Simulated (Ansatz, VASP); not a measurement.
# LiMgF3: VASP beside Ansatz, part 2 of 3

Wanted: the spread between two codes on one cell, functional and k mesh. The cell is generated by rule, not measured, and may not be a known phase. The cell is taken from a series of runs on this material, whose earlier steps may have relaxed, scaled, displaced or heated it; both programs get it as it stands.

VASP 6.6.1 and Ansatz 0.2.0.

So far: The starting structure; VASP: zone-centre phonons, PBEsol.

**2. VASP: zone-centre phonons, PBEsol (continued)**

Level of this step: PBEsol; plane waves and PAW (Li_sv, Mg, F); invented cell (VASP).

OUTCAR, selected parts (step 2):

```text
ion  position               nearest neighbor table
   1  0.000  0.848  0.848-   5 1.85   2 2.78   2 2.78
   2  0.500  0.498  0.498-   5 1.92   5 1.92   3 1.94   4 1.94   4 2.04   3 2.04   1 2.78   1 2.78

  LATTYP: Found a base centered orthorhombic cell.
 ALAT       =     5.4286888274
 B/A-ratio  =     1.0623167362
 C/A-ratio  =     0.7063421346

 Subroutine GETGRP returns: Found  4 space group operations
 (whereof  4 operations were pure point group operations)

The static configuration has the point symmetry C_2v.

 Found     52 irreducible k-points:

   k-points           NKPTS =     52   k-points in BZ     NKDIM =     52   number of bands    NBANDS=     19

   dimension x,y,z NGX =    36 NGY =   36 NGZ =   36
   dimension x,y,z NGXF=    72 NGYF=   72 NGZF=   72

   ENCUT  =  750.0 eV  55.12 Ry    7.42 a.u.   8.56  8.84  8.84*2*pi/ulx,y,z

   NELECT =      26.0000    total number of electrons

 k-points in reciprocal lattice and weights: Automatic mesh
   0.00000000  0.00000000  0.00000000       0.005
   0.16666667  0.00000000  0.00000000       0.009
   0.33333333  0.00000000  0.00000000       0.009
   0.50000000  0.00000000  0.00000000       0.005
   0.00000000  0.16666667  0.00000000       0.019
   0.16666667  0.16666667  0.00000000       0.037
   0.33333333  0.16666667  0.00000000       0.037
   0.50000000  0.16666667  0.00000000       0.019
   0.00000000  0.33333333  0.00000000       0.019
[...]
0.33333333  0.50000000  0.50000000       0.009
   0.50000000  0.50000000  0.50000000       0.005

 average (electrostatic) potential at core
       1 -63.3378       2 -38.2153       3 -77.7881       4 -77.7881       5 -78.3595

 Eigenvectors and eigenvalues of the dynamical matrix
 ----------------------------------------------------

   1 f  =   17.808239 THz   111.892464 2PiTHz  594.018905 cm-1    73.648925 meV
             X         Y         Z           dx          dy          dz
      0.000000  0.000000  4.892017     0.014024    0.000000    0.000000
      1.917256  0.000000  2.874338    -0.601830   -0.000000    0.000000
      1.917256  1.470113  1.606527    -0.060833    0.000000   -0.000000
      1.917256 -1.470113  1.606527    -0.060833   -0.000000   -0.000000
      0.000000  0.000000  3.042435     0.793853   -0.000000    0.000000

   2 f  =   15.305124 THz    96.164931 2PiTHz  510.523991 cm-1    63.296879 meV
             X         Y         Z           dx          dy          dz
      0.000000  0.000000  4.892017    -0.000000   -0.000000   -0.119962
      1.917256  0.000000  2.874338     0.000000   -0.000000    0.474596
      1.917256  1.470113  1.606527     0.000000    0.505496   -0.326689
      1.917256 -1.470113  1.606527     0.000000   -0.505496   -0.326689
      0.000000  0.000000  3.042435    -0.000000   -0.000000    0.189379

   3 f  =   14.397717 THz    90.463524 2PiTHz  480.256145 cm-1    59.544146 meV
             X         Y         Z           dx          dy          dz
      0.000000  0.000000  4.892017     0.000000   -0.001261    0.000000
      1.917256  0.000000  2.874338     0.000000   -0.560050   -0.000000
      1.917256  1.470113  1.606527    -0.000000    0.378408   -0.438774
      1.917256 -1.470113  1.606527     0.000000    0.378408    0.438774
      0.000000  0.000000  3.042435    -0.000000   -0.122119   -0.000000

   4 f  =   13.460344 THz    84.573834 2PiTHz  448.988737 cm-1    55.667484 meV
             X         Y         Z           dx          dy          dz
      0.000000  0.000000  4.892017    -0.000000    0.000000    0.901128
      1.917256  0.000000  2.874338     0.000000    0.000000   -0.008393
      1.917256  1.470113  1.606527    -0.000000    0.128756   -0.081350
      1.917256 -1.470113  1.606527    -0.000000   -0.128756   -0.081350
      0.000000  0.000000  3.042435    -0.000000    0.000000   -0.376172

   5 f  =    9.496628 THz    59.669074 2PiTHz  316.773415 cm-1    39.274880 meV
             X         Y         Z           dx          dy          dz
      0.000000  0.000000  4.892017    -0.359300    0.000000   -0.000000
      1.917256  0.000000  2.874338     0.595544   -0.000000    0.000000
      1.917256  1.470113  1.606527    -0.425486   -0.000000    0.000000
      1.917256 -1.470113  1.606527    -0.425486   -0.000000    0.000000
      0.000000  0.000000  3.042435     0.392626    0.000000   -0.000000

   6 f  =    9.180909 THz    57.685350 2PiTHz  306.242148 cm-1    37.969170 meV
             X         Y         Z           dx          dy          dz
      0.000000  0.000000  4.892017    -0.000000   -0.000000    0.129767
      1.917256  0.000000  2.874338     0.000000    0.000000   -0.706339
      1.917256  1.470113  1.606527    -0.000000    0.323623    0.109070
      1.917256 -1.470113  1.606527    -0.000000   -0.323623    0.109070
      0.000000  0.000000  3.042435     0.000000   -0.000000    0.500987

   7 f  =    8.202480 THz    51.537699 2PiTHz  273.605269 cm-1    33.922715 meV
             X         Y         Z           dx          dy          dz
      0.000000  0.000000  4.892017    -0.000000   -0.243337   -0.000000
      1.917256  0.000000  2.874338     0.000000    0.640905   -0.000000
      1.917256  1.470113  1.606527    -0.000000   -0.054523   -0.390576
      1.917256 -1.470113  1.606527    -0.000000   -0.054523    0.390576
      0.000000  0.000000  3.042435     0.000000   -0.467956   -0.000000

   8 f  =    6.211056 THz    39.025213 2PiTHz  207.178514 cm-1    25.686850 meV
             X         Y         Z           dx          dy          dz
      0.000000  0.000000  4.892017     0.000000   -0.000000    0.277108
      1.917256  0.000000  2.874338    -0.000000    0.000000    0.028476
      1.917256  1.470113  1.606527     0.000000   -0.350946   -0.400437
      1.917256 -1.470113  1.606527     0.000000    0.350946   -0.400437
      0.000000  0.000000  3.042435    -0.000000    0.000000    0.596133

   9 f  =    3.256059 THz    20.458421 2PiTHz  108.610431 cm-1    13.465971 meV
             X         Y         Z           dx          dy          dz
      0.000000  0.000000  4.892017    -0.000000    0.000000    0.000000
      1.917256  0.000000  2.874338    -0.000000   -0.000000    0.000000
      1.917256  1.470113  1.606527    -0.707107   -0.000000   -0.000000
      1.917256 -1.470113  1.606527     0.707107   -0.000000    0.000000
      0.000000  0.000000  3.042435    -0.000000    0.000000    0.000000

  10 f  =    3.241424 THz    20.366470 2PiTHz  108.122276 cm-1    13.405448 meV
             X         Y         Z           dx          dy          dz
      0.000000  0.000000  4.892017     0.000000   -0.071064   -0.000000
      1.917256  0.000000  2.874338     0.000000    0.016397   -0.000000
      1.917256  1.470113  1.606527    -0.000000    0.352642    0.386779
      1.917256 -1.470113  1.606527     0.000000    0.352642   -0.386779
      0.000000  0.000000  3.042435     0.000000   -0.668410   -0.000000

  11 f  =    0.085039 THz     0.534316 2PiTHz    2.836598 cm-1     0.351693 meV
             X         Y         Z           dx          dy          dz
      0.000000  0.000000  4.892017    -0.000000   -0.256017   -0.000000
      1.917256  0.000000  2.874338    -0.000000   -0.524165   -0.000000
      1.917256  1.470113  1.606527    -0.000000   -0.465152    0.000031
      1.917256 -1.470113  1.606527    -0.000000   -0.465152   -0.000031
      0.000000  0.000000  3.042435    -0.000000   -0.476417   -0.000000

  12 f/i=    0.012422 THz     0.078047 2PiTHz    0.414340 cm-1     0.051372 meV
             X         Y         Z           dx          dy          dz
      0.000000  0.000000  4.892017     0.280550   -0.000000   -0.000000
      1.917256  0.000000  2.874338     0.525378   -0.000000   -0.000000
      1.917256  1.470113  1.606527     0.463480   -0.000000   -0.000000
      1.917256 -1.470113  1.606527     0.463480   -0.000000   -0.000000
      0.000000  0.000000  3.042435     0.464373   -0.000000   -0.000000

  13 f/i=    0.014198 THz     0.089211 2PiTHz    0.473607 cm-1     0.058720 meV
             X         Y         Z           dx          dy          dz
      0.000000  0.000000  4.892017     0.000000   -0.000000    0.282751
      1.917256  0.000000  2.874338     0.000000   -0.000000    0.524368
      1.917256  1.470113  1.606527     0.000000   -0.000465    0.463045
      1.917256 -1.470113  1.606527     0.000000    0.000465    0.463045
      0.000000  0.000000  3.042435     0.000000   -0.000000    0.465046

  14 f/i=    3.093083 THz    19.434413 2PiTHz  103.174140 cm-1    12.791957 meV
             X         Y         Z           dx          dy          dz
      0.000000  0.000000  4.892017    -0.000000   -0.932840   -0.000000
      1.917256  0.000000  2.874338    -0.000000   -0.023820   -0.000000
      1.917256  1.470113  1.606527     0.000000    0.114508    0.073004
      1.917256 -1.470113  1.606527    -0.000000    0.114508   -0.073004
      0.000000  0.000000  3.042435    -0.000000    0.303907   -0.000000

  15 f/i=    5.617713 THz    35.297131 2PiTHz  187.386732 cm-1    23.232983 meV
             X         Y         Z           dx          dy          dz
      0.000000  0.000000  4.892017    -0.889943    0.000000   -0.000000
      1.917256  0.000000  2.874338    -0.084302   -0.000000   -0.000000
      1.917256  1.470113  1.606527     0.316934   -0.000000   -0.000000
      1.917256 -1.470113  1.606527     0.316934   -0.000000    0.000000
      0.000000  0.000000  3.042435     0.000384   -0.000000   -0.000000

 MACROSCOPIC STATIC DIELECTRIC TENSOR IONIC CONTRIBUTION
 ------------------------------------------------------
           0.891451    -0.000000     0.000000
          -0.000000     1.528976     0.000000
           0.000000     0.000000     2.741093
 ------------------------------------------------------

 ELASTIC MODULI CONTR FROM IONIC RELAXATION (kBar)
 Direction    XX          YY          ZZ          XY          YZ          ZX
 --------------------------------------------------------------------------------
 XX         -75.3751     98.3973    -56.8290      0.0000     -0.0000      0.0000
 YY          98.3973   -155.2055      5.0426     -0.0000     -0.0000      0.0000
 ZZ         -56.8290      5.0426   -373.0510     -0.0000      0.0000      0.0000
 XY           0.0000     -0.0000     -0.0000   -115.3643     -0.0000     -0.0000
 YZ          -0.0000     -0.0000      0.0000     -0.0000   -129.9843     -0.0000
 ZX           0.0000      0.0000      0.0000     -0.0000     -0.0000    -54.1121
 --------------------------------------------------------------------------------

 PIEZOELECTRIC TENSOR IONIC CONTR  for field in x, y, z        (C/m^2)
          XX          YY          ZZ          XY          YZ          ZX
  --------------------------------------------------------------------------------
  x    -0.00000    -0.00000    -0.00000     0.00000    -0.00000     0.18389
  y     0.00000    -0.00000     0.00000    -0.00000    -0.37238     0.00000
  z     0.22865    -0.48563    -0.54164    -0.00000    -0.00000     0.00000
```

With imaginary modes the cell is no minimum, so the ionic parts of its dielectric, piezoelectric and elastic tensors have no meaning.

(Part 2 of 3 ends here.)

[Lines on the potential files, build, host, timing and source positions are cut from VASP's logs without a mark.]

[Logs are printed without paths, hosts, clocks, repeated set-up lines and the standing remarks that a program may print on its own settings, such as how far it seeks lower states.]

[Hosts, paths, dates, database ids (printed as entryN), source tags and the programs' standing remarks are cut or masked in the printed files.]
